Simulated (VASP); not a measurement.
Input:

```yaml
crystal:
  lattice:
    - [4.05666, 0.04057, 0.00000]
    - [0.04057, 4.05666, 0.00000]
    - [0.00000, 0.00000, 5.45208]
  atoms:
    - { symbol: Pb, position: [0.50000, 0.00000, 0.78159] }
    - { symbol: Pb, position: [0.00000, 0.50000, 0.21841] }
    - { symbol: O, position: [0.50000, 0.50000, 0.00000] }
    - { symbol: O, position: [0.00000, 0.00000, 0.00000] }
```

All values below come from PBE GGA, VASP's PBE PAW potentials (set 64) (plane waves; VASP 6.6.1). Settings: 600 eV cut-off, 6×6×4 Γ-centred mesh, Gaussian smearing of 0.050 eV, potentials Pb_d O.

Without a dispersion term in the relaxation, distances and binding between the weakly bound layers, chains or molecules are unreliable, and so is what depends on them.

Problem. Give the stress tensor in GPa (positive for a compressed cell).

Solution. 
```
 0.08  -1.01   0.00
-1.01   0.08   0.00
 0.00   0.00   0.11
```
The pressure is its mean diagonal, 0.09 GPa.

The compound is PbO in the litharge structure. This cell was strained or had an atom moved on purpose. Symmetry was kept, so distortions that lower it aren't found.
